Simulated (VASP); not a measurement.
Level of theory: PBEsol GGA, VASP's PBE PAW potentials (set 64) (plane waves; VASP 6.6.1).

The input files of a VASP run:

File KPOINTS:
```
Automatic mesh
0
Gamma
12 12 12
0 0 0
```

**INCAR**
```
SYSTEM = SiGe
PREC = Accurate; ENCUT = 500; LREAL = .FALSE.
LASPH = .TRUE.
EDIFF = 1E-6; NELM = 100; ALGO = Normal
LMAXMIX = 4
ISMEAR = 1; SIGMA = 0.1
GGA = PS
IBRION = 2; NSW = 40; ISIF = 3
EDIFFG = -0.02; PSTRESS = 100
LWAVE = .FALSE.; LCHARG = .FALSE.
```

### POSCAR
```
SiGe
1
    3.1043754240     0.0000000000     0.0000000000
    0.0000000000     3.1043754240     0.0000000000
   -0.0000000000    -0.0000000000     3.1043754240
Si Ge
1 1
Direct
  0.0000000000   0.0000000000   0.0000000000
  0.5000000000   0.5000000000   0.5000000000
```

POTCAR, in this order: Si Ge_d (PBE.64 set). Program: vasp_std.

Predict the energy per atom (σ→0), pressure, band gap (on the k-mesh).

The energy per atom (σ→0) comes out as -4.899 eV/atom. The band gap (on the k-mesh) is none (metal, semimetal or under 0.01 eV). The pressure is 9.79 GPa.

**OSZICAR**
```
...
DAV:   4    -0.985385296346E+01   -0.14032E+00   -0.14006E+00  2452   0.124E+01
DAV:   5    -0.985647985681E+01   -0.26269E-02   -0.26268E-02  2589   0.192E+00    0.311E+00
DAV:   6    -0.981661540617E+01    0.39864E-01   -0.31531E-02  2752   0.395E+00    0.171E+00
DAV:   7    -0.979879919857E+01    0.17816E-01   -0.19114E-02  2679   0.221E+00    0.126E-01
DAV:   8    -0.979827305526E+01    0.52614E-03   -0.12310E-03  2724   0.776E-01    0.768E-02
DAV:   9    -0.979825698404E+01    0.16071E-04   -0.59167E-05  2732   0.158E-01    0.120E-02
DAV:  10    -0.979825690180E+01    0.82238E-07   -0.37016E-06  2279   0.368E-02
   1 F= -.79309654E+01 E0= -.79307930E+01  d E =-.793097E+01
```

The structure was generated: SiGe was put into the CsCl type type (Pm-3m), which need not be its known phase. It was relaxed first under an external pressure of 10 GPa. VASP warned that the highest band is occupied, so more bands are needed.
